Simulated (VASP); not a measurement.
```xyz
2
Lattice="0.0000 3.0404 3.0404 3.0404 0.0000 3.0404 3.0404 3.0404 0.0000" Properties=species:S:1:pos:R:3 pbc="T T T"
Cu     0.0000     0.0000     0.0000
I      1.5202     1.5202     1.5202
```

Computed with PBE0 hybrid, VASP's PBE PAW potentials (set 64) (plane waves; VASP). Run with 520 eV cut-off, 6×6×6 Γ-centred mesh, Gaussian smearing of 0.050 eV, potentials Cu I.

Unless said otherwise, spin-orbit coupling is left out, though it shifts the bands of the heavy elements here.

### Question
Predict the energy per atom (σ→0), band gap (over the mesh, the named points and PBE's band edges) with the smallest direct gap where there is one.

### Answer

The band gap (over the mesh, the named points and PBE's band edges) is 3.23 eV and the smallest direct gap (over the mesh, the named points and PBE's band edges) is 3.23 eV. The energy per atom (σ→0) is -3.497 eV/atom.

The compound is CuI in the zinc blende structure. It was relaxed first.
